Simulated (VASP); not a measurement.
Here is a VASP 6.6.1 calculation.

INCAR

```
PREC = Accurate
ENCUT = 520
EDIFF = 1E-6
ISMEAR = 0
SIGMA = 0.1
LREAL = F
LASPH = T
NELM = 120
ALGO = Normal
ISIF = 3
LWAVE = F
LCHARG = F
GGA = PE
IBRION = 2
NSW = 90
EDIFFG = -0.01
KPAR = 4
```

The input KPOINTS:

```
Automatic mesh
0
Gamma
  8 8 4
```

The input POSCAR:

```
Zn4Te3O
1.0
    4.1800059800      0.0000000000      0.0000000000
   -2.0900029900      3.6199913700      0.0000000000
    0.0000000000      0.0000000000     13.3480000000
Zn Te O
4 3 1
Direct
    0.0000000000      0.0000000000      0.1466137200
    0.3333333300      0.6666666700      0.9771501300
    0.3333333300      0.6666666700      0.4271801000
    0.0000000000      0.0000000000      0.7026520800
    0.3333333300      0.6666666700      0.2288732400
    0.0000000000      0.0000000000      0.5037458800
    0.3333333300      0.6666666700      0.7786934400
    0.0000000000      0.0000000000      0.0021726100
```

Potentials or basis: VASP PAW PBE potentials, release 64 (Zn, Te, O).

Run with:

```bash
$ cat potpaw_PBE.64/Zn/POTCAR potpaw_PBE.64/Te/POTCAR potpaw_PBE.64/O/POTCAR > POTCAR
$ mpirun -np 4 vasp_std > vasp.out
```

(1) Predict the band gap on the k mesh.

(2) Predict the space group after relaxing (to 0.05 Å).

(3) What does it give for the relaxed cell?

(4) Estimate the relaxed volume.

Answers

(1) none (metal or under the smearing width).

(2) P3m1 (No. 156).

(3) a = 4.193 Å, b = 4.193 Å, c = 13.224 Å, α = 90.00°, β = 90.00°, γ = 120.00°.

(4) 25.17 Å³/atom.
